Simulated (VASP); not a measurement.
## P (relaxed from the fcc structure, space group Fm-3m): computed properties

Computed with PBEsol GGA, VASP's PBE PAW potentials (set 64) (plane waves; VASP).

* **space group**: Fm-3m (225)
* **cell**: a = b = c = 3.823 Å, α = β = γ = 90.00°
* **volume per atom**: 13.96 Å³/atom
* **band gap (over mesh and band path)**: none (metal, semimetal or under 0.01 eV)
* **density**: 3.68 g/cm³

```
CELL_PARAMETERS angstrom
      0.00000     1.91128     1.91128
      1.91128     0.00000     1.91128
      1.91128     1.91128     0.00000
ATOMIC_POSITIONS crystal
  P  0.00000 0.00000 0.00000
```

The structure was generated: P was put into the fcc type (Fm-3m), which need not be its known phase. It was relaxed first. Symmetry was kept, so distortions that lower it aren't found.
